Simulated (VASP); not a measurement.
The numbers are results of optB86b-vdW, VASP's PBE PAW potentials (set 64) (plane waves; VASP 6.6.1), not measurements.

A VASP calculation is set up with these files.

File KPOINTS:
```
Automatic mesh
0
gamma
16 16 16
0 0 0
```

**INCAR**
```
! general
SYSTEM   = TiC
PREC     = Accurate
ENCUT    = 520
LREAL    = .FALSE.
LASPH    = .TRUE.

! electronic loop
EDIFF    = 1E-7
NELM     = 100
ALGO     = Normal
LMAXMIX  = 4

! smearing
ISMEAR   = -5

! functional
GGA      = MK
LUSE_VDW = .TRUE.
AGGAC    = 0.0
PARAM1   = 0.1234
PARAM2   = 1.0

! ions
ISIF     = 2

! output
LWAVE    = .FALSE.
LCHARG   = .TRUE.
LORBIT   = 11
NEDOS    = 601
```

File POSCAR:
```
TiC
3.054120
  0.0000000000   0.7071066680   0.7071066680
  0.7071066680   0.0000000000   0.7071066680
  0.7071066680   0.7071066680   0.0000000000
Ti C
1 1
Direct
  0.0000000000   0.0000000000   0.0000000000
  0.5000000000   0.5000000000   0.5000000000
```

POTCAR, in this order: Ti_sv C (PBE.64 set). Program: vasp_std.

The run wrote:

**OUTCAR**
```
 ion  position               nearest neighbor table
   1  0.000  0.000  0.000-   2 2.16   2 2.16   2 2.16   2 2.16   2 2.16   2 2.16
   2  0.500  0.500  0.500-   1 2.16   1 2.16   1 2.16   1 2.16   1 2.16   1 2.16
  LATTYP: Found a face centered cubic cell.
 ALAT       =     4.3191772340
 Subroutine PRICEL returns:
 Original cell was already a primitive cell.
 Subroutine GETGRP returns: Found 48 space group operations
The static configuration has the point symmetry O_h .
The dynamic configuration has the point symmetry O_h .
 Subroutine INISYM returns: Found 48 space group operations
 Subroutine IBZKPT returns following result:
 Found    145 irreducible k-points:

 Following reciprocal coordinates:
            Coordinates               Weight
  0.000000  0.000000  0.000000      1.000000
  0.062500  0.000000  0.000000      8.000000
  0.125000  0.000000  0.000000      8.000000
  0.187500  0.000000  0.000000      8.000000
  0.250000  0.000000  0.000000      8.000000
  0.312500  0.000000  0.000000      8.000000
  0.375000  0.000000  0.000000      8.000000
  0.437500  0.000000  0.000000      8.000000
  0.500000  0.000000  0.000000      4.000000
  0.062500  0.062500  0.000000      6.000000
  0.125000  0.062500  0.000000     24.000000
  0.187500  0.062500  0.000000     24.000000
  0.250000  0.062500  0.000000     24.000000
  0.312500  0.062500  0.000000     24.000000
  0.375000  0.062500  0.000000     24.000000
  0.437500  0.062500  0.000000     24.000000
  0.500000  0.062500  0.000000     24.000000
 -0.437500  0.062500  0.000000     24.000000
 -0.375000  0.062500  0.000000     24.000000
 -0.312500  0.062500  0.000000     24.000000
 -0.250000  0.062500  0.000000     24.000000
 -0.187500  0.062500  0.000000     24.000000
 -0.125000  0.062500  0.000000     24.000000
 -0.062500  0.062500  0.000000     12.000000
...
```

OSZICAR:
```
       N       E                     dE             d eps       ncg     rms          rms(c)
DAV:   1     0.123515316416E+03    0.12352E+03   -0.85833E+03  3496   0.160E+03
DAV:   2    -0.104148420386E+02   -0.13393E+03   -0.12770E+03  3672   0.386E+02
DAV:   3    -0.201536275273E+02   -0.97388E+01   -0.93499E+01  4556   0.984E+01
DAV:   4    -0.206299789609E+02   -0.47635E+00   -0.47560E+00  4540   0.207E+01
DAV:   5    -0.206469961032E+02   -0.17017E-01   -0.17015E-01  4668   0.343E+00    0.190E+01
DAV:   6    -0.157522311513E+02    0.48948E+01   -0.32110E+01  4148   0.707E+01    0.722E+00
DAV:   7    -0.151093407569E+02    0.64289E+00   -0.48326E+00  4208   0.286E+01    0.502E+00
DAV:   8    -0.150752204544E+02    0.34120E-01   -0.14796E-01  3728   0.514E+00    0.305E+00
DAV:   9    -0.150755547741E+02   -0.33432E-03   -0.14273E-01  3904   0.479E+00    0.791E-01
DAV:  10    -0.150727292628E+02    0.28255E-02   -0.15414E-02  5028   0.179E+00    0.561E-01
DAV:  11    -0.150714497826E+02    0.12795E-02   -0.61654E-03  3760   0.124E+00    0.127E-01
DAV:  12    -0.150714477435E+02    0.20391E-05   -0.37170E-04  3836   0.271E-01    0.336E-02
DAV:  13    -0.150714319758E+02    0.15768E-04   -0.24541E-05  5180   0.729E-02    0.119E-02
DAV:  14    -0.150714299274E+02    0.20483E-05   -0.18078E-06  3888   0.116E-02    0.215E-03
DAV:  15    -0.150714295901E+02    0.33731E-06   -0.19347E-07  3504   0.503E-03    0.478E-04
DAV:  16    -0.150714294906E+02    0.99503E-07   -0.33280E-08  1952   0.200E-03
   1 F= -.15071429E+02 E0= -.15071429E+02  d E =0.000000E+00
```

File OUTCAR:
```
------------------------ aborting loop because EDIFF is reached ----------------------------------------
  FORCE on cell =-STRESS in cart. coord.  units (eV):
  Direction    XX          YY          ZZ          XY          YZ          ZX
  --------------------------------------------------------------------------------------
  Total       -0.0021967     -0.0021967     -0.0021967      0.0000000      0.0000000      0.0000000
  in kB       -0.1747188     -0.1747188     -0.1747188      0.0000000      0.0000000      0.0000000
  external PRESSURE =      -0.1747188 kB  Pullay stress =       0.0000000 kB
  volume of cell :       20.14
      direct lattice vectors                 reciprocal lattice vectors
     0.000000000  2.159588617  2.159588617    -0.231525577  0.231525577  0.231525577
     2.159588617  0.000000000  2.159588617     0.231525577 -0.231525577  0.231525577
     2.159588617  2.159588617  0.000000000     0.231525577  0.231525577 -0.231525577
 POSITION                                       TOTAL-FORCE (eV/Angst)
 -----------------------------------------------------------------------------------
      0.00000      0.00000      0.00000         0.000000     -0.000000      0.000000
      2.15959      2.15959      2.15959        -0.000000      0.000000      0.000000
 -----------------------------------------------------------------------------------
    total drift:                                0.000000     -0.000000     -0.000000
  FREE ENERGIE OF THE ION-ELECTRON SYSTEM (eV)
  ---------------------------------------------------
  free  energy   TOTEN  =       -15.0714294906 eV

  energy  without entropy=      -15.0714294906  energy(sigma->0) =      -15.07142949

 total charge

# of ion       s       p       d       tot
------------------------------------------
    1        2.198   6.252   1.975  10.426
    2        0.898   1.512   0.000   2.410
--------------------------------------------------
tot          3.096   7.764   1.975  12.836
```
(Selected blocks of OUTCAR.)

For a metal the tetrahedron method with Blöchl corrections gives inexact stress and forces.

The compound is TiC in the rock salt structure. It was relaxed first.
